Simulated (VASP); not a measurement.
# CdTe (zinc blende): computed properties

Computed with PBEsol GGA, VASP's PBE PAW potentials (set 64) (plane waves; VASP).

For CdTe, the space group is F-43m (216) and the cell comes out as a = b = c = 6.484 Å, α = β = γ = 90.00°. The volume per atom comes out as 34.08 Å³/atom, the band gap (over mesh and band path) is 0.66 eV and the smallest direct gap (over mesh and band path) is 0.66 eV. The Hill bulk modulus comes out as 42.1 GPa and the Hill shear modulus is 13.9 GPa. The Poisson's ratio is 0.351, the band-edge character is direct, Γ to Γ and the density comes out as 5.85 g/cm³. The C11 comes out as 53.3 GPa and the C12 comes out as 36.5 GPa. The C44 is 19.6 GPa.

```
CdTe
1.0
    0.00000     3.24215     3.24215
    3.24215     0.00000     3.24215
    3.24215     3.24215     0.00000
Cd Te
1 1
Cartesian
  6.48430   6.48430   6.48430
  1.62107   1.62107   1.62107
```

Measured: gap 1.63 eV (computed value off by -0.97 eV), as given by Anna Miglio et al., npj Computational Materials (2020), arXiv:2011.12765 [zero-point renormalisation of 16 meV (experimental, the table's column) added back]; a 6.480 Å (computed value off by +0.1 %), as given by M J Lucero et al., Journal of Physics Condensed Matter (2012), arXiv:1111.4515; bulk modulus 42.4 GPa (computed value off by -0.7 %), as given by Cormac Toher et al., Physical Review Materials (2017), arXiv:1611.05714. The calculation is for a static lattice, while the measured a, bulk modulus hold thermal and zero-point effects, which are part of the difference.  Unless said otherwise, spin-orbit coupling is left out, though it shifts the bands of the heavy elements here.

The compound is CdTe in the zinc blende structure. It was relaxed first. Symmetry was kept, so distortions that lower it aren't found.
